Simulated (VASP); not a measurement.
Computed with PBE GGA, VASP's PBE PAW potentials (set 64) (plane waves; VASP).

The input files of a VASP run:

POSCAR:
```
Ni3Al
3.570
  1.0000000000   0.0000000000   0.0000000000
  0.0000000000   1.0000000000   0.0000000000
  0.0000000000   0.0000000000   1.0000000000
Al Ni
1 3
Cart
  0.0000000000   0.0000000000   0.0000000000
  0.0000000000   0.5000000000   0.5000000000
  0.5000000000   0.0000000000   0.5000000000
  0.5000000000   0.5000000000   0.0000000000
```

KPOINTS:
```
kpoints
0
Gamma
5 5 5
```

INCAR:
```
GGA = PE
NELM = 100
ENCUT = 300   ! plane-wave cut-off (eV)
LREAL = .False.   ! projection in real space or not
PREC = Accurate
LMAXMIX = 4
EDIFF = 1E-6   ! SCF stop (eV)
LWAVE = .False.
ALGO = Normal   ! blocked Davidson
ISPIN = 2   ! spin-polarised
MAGMOM = 0.0 3*0.5
LASPH = .True.   ! aspherical one-centre terms
ISMEAR = 0
ISIF = 2
SIGMA = 0.136   ! width (eV)
LCHARG = .False.
LORBIT = 11   ! lm-projected
SYSTEM = Ni3Al
```

POTCAR, in this order: Al Ni (PBE.64 set). Program: vasp_std.

Output of the run:

File OUTCAR:
```
 ion  position               nearest neighbor table
   1  0.000  0.000  0.000-   2 2.52   3 2.52   4 2.52   2 2.52   3 2.52   2 2.52   4 2.52   2 2.52
                             3 2.52   4 2.52   3 2.52   4 2.52
   2  0.000  0.500  0.500-   1 2.52   3 2.52   4 2.52   1 2.52   4 2.52   1 2.52   3 2.52   1 2.52
                             3 2.52   4 2.52   4 2.52   3 2.52
   3  0.500  0.000  0.500-   1 2.52   2 2.52   4 2.52   1 2.52   4 2.52   2 2.52   4 2.52   4 2.52
                             1 2.52   2 2.52   1 2.52   2 2.52
   4  0.500  0.500  0.000-   1 2.52   2 2.52   3 2.52   2 2.52   3 2.52   1 2.52   3 2.52   3 2.52
                             1 2.52   2 2.52   2 2.52   1 2.52
  LATTYP: Found a simple cubic cell.
 ALAT       =     3.5700000000
 Subroutine PRICEL returns:
 Original cell was already a primitive cell.
 Subroutine GETGRP returns: Found 48 space group operations
The static configuration has the point symmetry O_h .
The dynamic configuration has the point symmetry O_h .
The overall configuration has the point symmetry O_h .
 Subroutine INISYM returns: Found 48 space group operations
 Subroutine IBZKPT returns following result:
 Found     10 irreducible k-points:

 Following reciprocal coordinates:
            Coordinates               Weight
  0.000000  0.000000  0.000000      1.000000
  0.200000  0.000000  0.000000      6.000000
  0.400000  0.000000  0.000000      6.000000
  0.200000  0.200000  0.000000     12.000000
  0.400000  0.200000  0.000000     24.000000
  0.400000  0.400000  0.000000     12.000000
  0.200000  0.200000  0.200000      8.000000
  0.400000  0.200000  0.200000     24.000000
  0.400000  0.400000  0.200000     24.000000
  0.400000  0.400000  0.400000      8.000000
   k-points           NKPTS =     10   k-points in BZ     NKDIM =     10   number of bands    NBANDS=     21
   number of dos      NEDOS =    301   number of ions     NIONS =      4
   total plane-waves  NPLWV =   8000
   dimension x,y,z NGX =    20 NGY =   20 NGZ =   20
   dimension x,y,z NGXF=    40 NGYF=   40 NGZF=   40
   ions per type =               1   3
   PREC   = accura    normal or accurate (medium, high low for compatibility)
   ISTART =      0    job   : 0-new  1-cont  2-samecut
   ICHARG =      2    charge: 1-file 2-atom 10-const
   ISPIN  =      2    spin polarized calculation?
   LNONCOLLINEAR =      F non collinear calculations
   LSORBIT =      F    spin-orbit coupling
   INIWAV =      1    electr: 0-lowe 1-rand  2-diag
   ENCUT  =  300.0 eV  22.05 Ry    4.70 a.u.   5.04  5.04  5.04*2*pi/ulx,y,z
   NELM   =    100;   NELMIN=  2; NELMDL= -5     # of ELM steps
   EDIFF  = 0.1E-05   stopping-criterion for ELM
   LREAL  =      F    real-space projection
   NLSPLINE    = F    spline interpolate recip. space projectors
   LMAXMIX     =    4 max onsite mixed and CHGCAR
   VOSKOWN=      0    Vosko Wilk Nusair interpolation
   EDIFFG = 0.1E-04   stopping-criterion for IOM
   NSW    =      0    number of steps for IOM
   NBLOCK =      1;   KBLOCK =      1    inner block; outer block
   IBRION =     -1    ionic relax: 0-MD 1-quasi-New 2-CG
   NFREE  =      0    steps in history (QN), initial steepest desc. (CG)
   ISIF   =      2    stress and relaxation
   ISYM   =      2    0-nonsym 1-usesym 2-fastsym
   TEIN   =    0.0    initial temperature
   TEBEG  =    0.0;   TEEND  =   0.0 temperature during run
   SMASS  =  -3.00    Nose mass-parameter (am)
   PSTRESS=    0.0 pullay stress
   NELECT =      33.0000    total number of electrons
   EFERMI =   0.00;   METHOD = LEGACY
   ISMEAR =     0;   SIGMA  =   0.14  broadening in eV -4-tet -1-fermi 0-gaus
   IALGO  =     38    algorithm
   LDIAG  =      T    sub-space diagonalisation (order eigenvalues)
   IMIX   =      4    mixing-type and parameters
     AMIX     =   0.40;   BMIX     =  1.00
     AMIX_MAG =   1.60;   BMIX_MAG =  1.00
     AMIN     =   0.10
   GGA     = PE    functional components
   VOSKOWN =     0    Vosko Wilk Nusair interpolation
...
```

### OSZICAR
```
       N       E                     dE             d eps       ncg     rms          rms(c)
DAV:   1     0.142104025732E+03    0.14210E+03   -0.10242E+04   848   0.129E+03
DAV:   2    -0.197778192567E+02   -0.16188E+03   -0.15437E+03   840   0.291E+02
DAV:   3    -0.259467019948E+02   -0.61689E+01   -0.58797E+01   935   0.761E+01
DAV:   4    -0.260479255881E+02   -0.10122E+00   -0.99910E-01   958   0.842E+00
DAV:   5    -0.260517636712E+02   -0.38381E-02   -0.38170E-02  1000   0.154E+00    0.193E+01
DAV:   6    -0.271097112894E+02   -0.10579E+01   -0.65454E+01   928   0.126E+02    0.213E+01
DAV:   7    -0.219805335783E+02    0.51292E+01   -0.18920E+01   951   0.680E+01    0.251E+00
DAV:   8    -0.219566724755E+02    0.23861E-01   -0.40400E-01   910   0.472E+00    0.144E+00
DAV:   9    -0.219323699129E+02    0.24303E-01   -0.37955E-02  1057   0.265E+00    0.486E-01
DAV:  10    -0.219316823042E+02    0.68761E-03   -0.16514E-03   990   0.432E-01    0.215E-01
DAV:  11    -0.219318393739E+02   -0.15707E-03   -0.10115E-03  1099   0.478E-01    0.153E-01
DAV:  12    -0.219320299301E+02   -0.19056E-03   -0.30038E-04  1099   0.232E-01    0.940E-02
DAV:  13    -0.219321746699E+02   -0.14474E-03   -0.20605E-04  1065   0.221E-01    0.701E-02
DAV:  14    -0.219321578447E+02    0.16825E-04   -0.53800E-04  1000   0.385E-01    0.466E-02
DAV:  15    -0.219322509694E+02   -0.93125E-04   -0.15991E-04   967   0.235E-01    0.196E-02
DAV:  16    -0.219322581627E+02   -0.71934E-05   -0.56826E-06   864   0.453E-02    0.656E-03
DAV:  17    -0.219322583518E+02   -0.18903E-06   -0.40464E-06   796   0.325E-02
   1 F= -.21932258E+02 E0= -.21915668E+02  d E =-.331799E-01  mag=     0.5288
```

File OUTCAR:
```
------------------------ aborting loop because EDIFF is reached ----------------------------------------
  FORCE on cell =-STRESS in cart. coord.  units (eV):
  Direction    XX          YY          ZZ          XY          YZ          ZX
  --------------------------------------------------------------------------------------
  Total       -0.2240662     -0.2240662     -0.2240662      0.0000000      0.0000000      0.0000000
  in kB       -7.8900975     -7.8900975     -7.8900975      0.0000000      0.0000000      0.0000000
  external PRESSURE =      -7.8900975 kB  Pullay stress =       0.0000000 kB
  volume of cell :       45.50
      direct lattice vectors                 reciprocal lattice vectors
     3.570000000  0.000000000  0.000000000     0.280112045  0.000000000  0.000000000
     0.000000000  3.570000000  0.000000000     0.000000000  0.280112045  0.000000000
     0.000000000  0.000000000  3.570000000     0.000000000  0.000000000  0.280112045
 POSITION                                       TOTAL-FORCE (eV/Angst)
 -----------------------------------------------------------------------------------
      0.00000      0.00000      0.00000         0.000000      0.000000      0.000000
      0.00000      1.78500      1.78500         0.000000      0.000000      0.000000
      1.78500      0.00000      1.78500         0.000000      0.000000      0.000000
      1.78500      1.78500      0.00000         0.000000      0.000000      0.000000
 -----------------------------------------------------------------------------------
    total drift:                               -0.000000     -0.000000      0.000000
  FREE ENERGIE OF THE ION-ELECTRON SYSTEM (eV)
  ---------------------------------------------------
  free  energy   TOTEN  =       -21.9322583518 eV

  energy  without entropy=      -21.8990784267  energy(sigma->0) =      -21.91566839

 total charge

# of ion       s       p       d       tot
------------------------------------------
    1        0.408   0.393   0.000   0.801
    2        0.490   0.511   8.361   9.363
    3        0.490   0.511   8.361   9.363
    4        0.490   0.511   8.361   9.363
--------------------------------------------------
tot          1.878   1.927  25.084  28.889

 magnetization (x)

# of ion       s       p       d       tot
------------------------------------------
    1       -0.002  -0.007   0.000  -0.009
    2       -0.003  -0.009   0.205   0.193
    3       -0.003  -0.009   0.205   0.193
    4       -0.003  -0.009   0.205   0.193
--------------------------------------------------
tot         -0.011  -0.035   0.615   0.570
```
(Selected blocks of OUTCAR.)

At this cut-off the stress carries a Pulay error, which pulls relaxed volumes low.

The structure is a typed Ni3Al crystal (Pm-3m). The cell was not relaxed at this level. The k-mesh is coarse (spacing up to 0.35 per Å, 2π included), so the numbers may not be converged in it. The run is one of a series of settings (KPOINTS 5×5×5 Γ-centred mesh against the base run), some of them coarse on purpose.
